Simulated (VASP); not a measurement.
Computed with PBE GGA, VASP's PBE PAW potentials (set 64) (plane waves; VASP).

Input for VASP

### POSCAR
```
LiV
1.0
  2.7365210000   0.0000000000   0.0000000000
  0.0000000000   2.7365210000   0.0000000000
  0.0000000000   0.0000000000   3.5867970000
Li V
1 1
Cart
  1.3682605000   1.3682605000   1.7933985000
  0.0000000000   0.0000000000   0.0000000000
```

### INCAR
```
ISMEAR = 0
LCHARG = .FALSE.
LMAXMIX = 4   ! l cut-off of mixed one-centre charges
ISPIN = 2   ! spin-polarised
ISIF = 3   ! ions, shape and volume
LREAL = .FALSE.   ! projection in real space or not
MAGMOM = 0.0 2.0
EDIFFG = -0.01
ALGO = Normal   ! blocked Davidson
NELM = 100   ! most electronic steps
NSW = 50   ! most ionic steps
SYSTEM = LiV
LWAVE = .FALSE.
PREC = Accurate
LORBIT = 11
SIGMA = 0.05   ! width (eV)
ENCUT = 400   ! plane-wave cut-off (eV)
LASPH = .TRUE.   ! aspherical one-centre terms
GGA = PE   ! PBE
EDIFF = 1E-6   ! SCF stop (eV)
IBRION = 2   ! conjugate gradients
```

KPOINTS:
```
Automatic
0
Gamma
  11 11 9
0 0 0
```

POTCAR, in this order: Li_sv V_sv (PBE.64 set). Program: vasp_std.

Output

### OSZICAR
```
...
DAV:   5    -0.955931408394E+01    0.29937E-03   -0.60353E-03  5933   0.106E+00    0.314E-01
DAV:   6    -0.955952994024E+01   -0.21586E-03   -0.86568E-04  5955   0.374E-01    0.941E-02
DAV:   7    -0.955956207321E+01   -0.32133E-04   -0.60077E-05  6391   0.937E-02    0.368E-02
DAV:   8    -0.955956581973E+01   -0.37465E-05   -0.64468E-06  6016   0.313E-02    0.137E-02
DAV:   9    -0.955956568649E+01    0.13324E-06   -0.15488E-06  4448   0.151E-02
   7 F= -.95595657E+01 E0= -.95585473E+01  d E =-.667057E-01  mag=     0.0001
       N       E                     dE             d eps       ncg     rms          rms(c)
DAV:   1    -0.105790836345E+02   -0.10195E+01   -0.26407E+01  5750   0.825E+01    0.627E+00
DAV:   2    -0.981504790121E+01    0.76404E+00   -0.18422E+00  5920   0.161E+01    0.487E+00
DAV:   3    -0.963286081115E+01    0.18219E+00   -0.58582E-01  5720   0.973E+00    0.159E+00
DAV:   4    -0.959526156385E+01    0.37599E-01   -0.65240E-02  6040   0.289E+00    0.531E-01
DAV:   5    -0.959487283419E+01    0.38873E-03   -0.67396E-03  5785   0.117E+00    0.308E-01
DAV:   6    -0.959391563383E+01    0.95720E-03   -0.16890E-03  5920   0.524E-01    0.771E-02
DAV:   7    -0.959384707064E+01    0.68563E-04   -0.20104E-04  5955   0.191E-01    0.227E-02
DAV:   8    -0.959384298778E+01    0.40829E-05   -0.11810E-05  5864   0.417E-02    0.493E-03
DAV:   9    -0.959384266100E+01    0.32678E-06   -0.49806E-07  3463   0.802E-03
   8 F= -.95938427E+01 E0= -.95919572E+01  d E =-.100983E+00  mag=     0.0001
       N       E                     dE             d eps       ncg     rms          rms(c)
DAV:   1    -0.997181107140E+01   -0.37797E+00   -0.67309E+00  5730   0.414E+01    0.411E+00
DAV:   2    -0.972081332085E+01    0.25100E+00   -0.10311E+00  6020   0.122E+01    0.350E+00
DAV:   3    -0.959747070667E+01    0.12334E+00   -0.32066E-01  6000   0.705E+00    0.754E-01
DAV:   4    -0.959103503316E+01    0.64357E-02   -0.12329E-02  5750   0.124E+00    0.254E-01
DAV:   5    -0.959113832185E+01   -0.10329E-03   -0.87269E-04  5936   0.368E-01    0.626E-02
DAV:   6    -0.959116851943E+01   -0.30198E-04   -0.50895E-05  6710   0.825E-02    0.187E-02
DAV:   7    -0.959116978764E+01   -0.12682E-05   -0.48425E-06  5851   0.279E-02    0.441E-03
DAV:   8    -0.959116971729E+01    0.70354E-07   -0.25786E-07  2990   0.676E-03
   9 F= -.95911697E+01 E0= -.95893242E+01  d E =-.983097E-01  mag=     0.0000
       N       E                     dE             d eps       ncg     rms          rms(c)
DAV:   1    -0.968698619956E+01   -0.95816E-01   -0.20143E+00  5750   0.228E+01    0.182E+00
DAV:   2    -0.961546824803E+01    0.71518E-01   -0.19957E-01  6000   0.523E+00    0.152E+00
DAV:   3    -0.959841013015E+01    0.17058E-01   -0.53563E-02  5890   0.293E+00    0.503E-01
DAV:   4    -0.959515816503E+01    0.32520E-02   -0.68844E-03  6040   0.970E-01    0.190E-01
DAV:   5    -0.959501900463E+01    0.13916E-03   -0.15065E-03  5905   0.487E-01    0.154E-01
DAV:   6    -0.959464323457E+01    0.37577E-03   -0.48706E-04  5865   0.277E-01    0.328E-02
DAV:   7    -0.959463117435E+01    0.12060E-04   -0.26560E-05  5913   0.677E-02    0.898E-03
DAV:   8    -0.959463057478E+01    0.59957E-06   -0.12208E-06  5114   0.128E-02
  10 F= -.95946306E+01 E0= -.95925920E+01  d E =-.101771E+00  mag=     0.0000
       N       E                     dE             d eps       ncg     rms          rms(c)
DAV:   1    -0.962352082467E+01   -0.28890E-01   -0.50729E-01  5740   0.114E+01    0.114E+00
DAV:   2    -0.960369435329E+01    0.19826E-01   -0.74080E-02  6065   0.332E+00    0.961E-01
DAV:   3    -0.959446332716E+01    0.92310E-02   -0.25403E-02  6020   0.197E+00    0.222E-01
DAV:   4    -0.959389170464E+01    0.57162E-03   -0.90540E-04  5745   0.349E-01    0.755E-02
DAV:   5    -0.959389162881E+01    0.75822E-07   -0.10518E-04  5835   0.123E-01    0.201E-02
DAV:   6    -0.959388348292E+01    0.81459E-05   -0.11372E-05  5870   0.404E-02    0.661E-03
DAV:   7    -0.959388373327E+01   -0.25035E-06   -0.80353E-07  3674   0.131E-02
  11 F= -.95938837E+01 E0= -.95919445E+01  d E =-.101024E+00  mag=     0.0000
       N       E                     dE             d eps       ncg     rms          rms(c)
DAV:   1    -0.115546729124E+02   -0.19608E+01   -0.25710E+01  5510   0.756E+01    0.130E+01
DAV:   2    -0.107699421209E+02    0.78473E+00   -0.16670E+01  6095   0.455E+01    0.791E+00
DAV:   3    -0.961915823468E+01    0.11508E+01   -0.21441E+00  6076   0.172E+01    0.120E+00
DAV:   4    -0.961341922070E+01    0.57390E-02   -0.13895E-01  6304   0.237E+00    0.741E-01
DAV:   5    -0.960869050959E+01    0.47287E-02   -0.20316E-02  6068   0.150E+00    0.360E-01
DAV:   6    -0.960881773477E+01   -0.12723E-03   -0.18935E-03  6200   0.464E-01    0.650E-02
DAV:   7    -0.960888751073E+01   -0.69776E-04   -0.22008E-04  6834   0.130E-01    0.226E-02
DAV:   8    -0.960889192647E+01   -0.44157E-05   -0.11072E-05  6744   0.445E-02    0.662E-03
DAV:   9    -0.960889146045E+01    0.46602E-06   -0.21653E-06  5816   0.117E-02
  12 F= -.96088915E+01 E0= -.96071892E+01  d E =-.150077E-01  mag=     0.0000
       N       E                     dE             d eps       ncg     rms          rms(c)
DAV:   1    -0.981270446902E+01   -0.20381E+00   -0.26993E+00  5590   0.237E+01    0.443E+00
DAV:   2    -0.972756979563E+01    0.85135E-01   -0.12987E+00  5990   0.142E+01    0.270E+00
DAV:   3    -0.961598230616E+01    0.11159E+00   -0.24376E-01  6060   0.567E+00    0.488E-01
DAV:   4    -0.961355644205E+01    0.24259E-02   -0.85804E-03  6100   0.982E-01    0.277E-01
DAV:   5    -0.961340925844E+01    0.14718E-03   -0.93362E-04  7578   0.239E-01    0.103E-01
DAV:   6    -0.961341958886E+01   -0.10330E-04   -0.14514E-04  7260   0.103E-01    0.119E-02
DAV:   7    -0.961341831579E+01    0.12731E-05   -0.52771E-06  5862   0.244E-02    0.358E-03
DAV:   8    -0.961341730402E+01    0.10118E-05   -0.31746E-07  3040   0.698E-03    0.164E-03
DAV:   9    -0.961341734710E+01   -0.43075E-07   -0.80437E-08  2780   0.386E-03
  13 F= -.96134173E+01 E0= -.96116498E+01  d E =-.195336E-01  mag=     0.0000
       N       E                     dE             d eps       ncg     rms          rms(c)
DAV:   1    -0.961374468703E+01   -0.32738E-03   -0.44262E-03  5550   0.971E-01    0.181E-01
DAV:   2    -0.961365080414E+01    0.93883E-04   -0.24480E-03  6050   0.595E-01    0.121E-01
DAV:   3    -0.961341405589E+01    0.23675E-03   -0.45186E-04  6060   0.247E-01    0.187E-02
DAV:   4    -0.961341117870E+01    0.28772E-05   -0.13247E-05  6090   0.355E-02    0.103E-02
DAV:   5    -0.961341105821E+01    0.12049E-06   -0.17083E-06  5650   0.112E-02
  14 F= -.96134111E+01 E0= -.96116467E+01  d E =-.195273E-01  mag=     0.0000
       N       E                     dE             d eps       ncg     rms          rms(c)
DAV:   1    -0.961610890520E+01   -0.26977E-02   -0.41844E-02  5730   0.325E+00    0.347E-01
DAV:   2    -0.961462423440E+01    0.14847E-02   -0.78187E-03  6060   0.105E+00    0.301E-01
DAV:   3    -0.961360833550E+01    0.10159E-02   -0.27540E-03  6040   0.628E-01    0.647E-02
DAV:   4    -0.961356015099E+01    0.48185E-04   -0.79668E-05  5680   0.101E-01    0.221E-02
DAV:   5    -0.961355813615E+01    0.20148E-05   -0.87038E-06  5860   0.359E-02    0.519E-03
DAV:   6    -0.961355811199E+01    0.24161E-07   -0.48776E-07  3002   0.100E-02
  15 F= -.96135581E+01 E0= -.96117465E+01  d E =-.147054E-03  mag=     0.0000
       N       E                     dE             d eps       ncg     rms          rms(c)
DAV:   1    -0.961441370936E+01   -0.85557E-03   -0.13677E-02  5730   0.186E+00    0.201E-01
DAV:   2    -0.961394617708E+01    0.46753E-03   -0.26365E-03  6060   0.610E-01    0.176E-01
DAV:   3    -0.961359248125E+01    0.35370E-03   -0.93797E-04  6040   0.366E-01    0.360E-02
DAV:   4    -0.961357831275E+01    0.14169E-04   -0.24979E-05  5650   0.555E-02    0.128E-02
DAV:   5    -0.961357755031E+01    0.76244E-06   -0.29133E-06  5800   0.207E-02
  16 F= -.96135776E+01 E0= -.96117277E+01  d E =-.166492E-03  mag=     0.0000
```

**OUTCAR**
```
------------------------ aborting loop because EDIFF is reached ----------------------------------------
  FORCE on cell =-STRESS in cart. coord.  units (eV):
  Direction    XX          YY          ZZ          XY          YZ          ZX
  --------------------------------------------------------------------------------------
  Total       -0.0069212     -0.0069212     -0.0075461      0.0000000      0.0000000     -0.0000000
  in kB       -0.4287488     -0.4287488     -0.4674582      0.0000000      0.0000000     -0.0000000
  external PRESSURE =      -0.4416519 kB  Pullay stress =       0.0000000 kB
  volume of cell :       25.86
      direct lattice vectors                 reciprocal lattice vectors
     2.417085920  0.000000000 -0.000000000     0.413721329 -0.000000000  0.000000000
    -0.000000000  2.417085920  0.000000000    -0.000000000  0.413721329 -0.000000000
    -0.000000000  0.000000000  4.426970804     0.000000000 -0.000000000  0.225888095
 POSITION                                       TOTAL-FORCE (eV/Angst)
 -----------------------------------------------------------------------------------
      1.20854      1.20854      2.21349         0.000000     -0.000000      0.000000
     -0.00000      0.00000      0.00000        -0.000000      0.000000      0.000000
 -----------------------------------------------------------------------------------
    total drift:                                0.000000     -0.000000      0.000000
  FREE ENERGIE OF THE ION-ELECTRON SYSTEM (eV)
  ---------------------------------------------------
  free  energy   TOTEN  =        -9.6135775503 eV

  energy  without entropy=       -9.6098777500  energy(sigma->0) =       -9.61172765

 total charge

# of ion       s       p       d       tot
------------------------------------------
    1        2.036   0.093   0.000   2.129
    2        2.349   6.146   3.185  11.679
--------------------------------------------------
tot          4.385   6.239   3.185  13.808

 magnetization (x)

# of ion       s       p       d       tot
------------------------------------------
    1       -0.000   0.000   0.000   0.000
    2        0.000   0.000   0.000   0.000
--------------------------------------------------
tot          0.000   0.000   0.000   0.000

 reached required accuracy - stopping structural energy minimisation
```
(Selected blocks of OUTCAR.)

### CONTCAR
```
LiV
   1.00000000000000
     2.4170859201383550    0.0000000000000000   -0.0000000000000000
    -0.0000000000000000    2.4170859201383541    0.0000000000000000
    -0.0000000000000000    0.0000000000000000    4.4269708035214865
  Li              V
     1     1
Direct
     0.5000000000000000    0.5000000000000000    0.5000000000000000
     0.0000000000000000    0.0000000000000000    0.0000000000000000
```

**OUTCAR**
```
 val. band max:        6.0082914218   @ k =   0.0000   0.0000   0.1111

 cond. band min:       6.0236309545   @ k =   0.2727   0.1818   0.4444


 Fermi energy:         6.0210129454

 spin component 1

 k-point     1 :       0.0000    0.0000    0.0000
  band No.  band energies     occupation
      1     -57.7821      1.00000
      2     -39.2729      1.00000
      3     -31.5580      1.00000
      4     -31.0350      1.00000
      5     -31.0350      1.00000
      6       0.7590      1.00000
      7       4.1047      1.00000
      8       4.3204      1.00000
      9       6.1045      0.00909
     10       8.6274      0.00000
     11       8.6274      0.00000
     12       9.7163      0.00000
     13      13.6192      0.00000

 k-point     2 :       0.0909    0.0000    0.0000
  band No.  band energies     occupation
      1     -57.7676      1.00000
      2     -39.2658      1.00000
      3     -31.5466      1.00000
      4     -31.1290      1.00000
      5     -31.0270      1.00000
      6       0.9972      1.00000
      7       4.2451      1.00000
      8       4.4775      1.00000
      9       5.9152      0.99862
     10       8.6542      0.00000
     11       8.8439      0.00000
     12       9.5338      0.00000
     13      13.5891      0.00000

 k-point     3 :       0.1818    0.0000    0.0000
  band No.  band energies     occupation
      1     -57.7284      1.00000
      2     -39.2490      1.00000
      3     -31.5160      1.00000
      4     -31.3774      1.00000
      5     -31.0052      1.00000
      6       1.6210      1.00000
      7       4.4886      1.00000
      8       5.0676      1.00000
      9       5.4488      1.00000
     10       8.7268      0.00000
     11       9.0704      0.00000
     12       9.4569      0.00000
     13      13.3608      0.00000

 k-point     4 :       0.2727    0.0000    0.0000
  band No.  band energies     occupation
      1     -57.6766      1.00000
...
```

At this cut-off the stress carries a Pulay error, which pulls relaxed volumes low. Energy and stress use the plane-wave basis of the starting cell.

The structure was generated: LiV was put into an ordered model structure, which need not be its known phase. This run relaxes it. Symmetry was kept, so distortions that lower it aren't found. The run is one of a series of settings (EDIFFG = -0.01, IBRION = 2, ISIF = 3, NSW = 50 against the base run), some of them coarse on purpose.
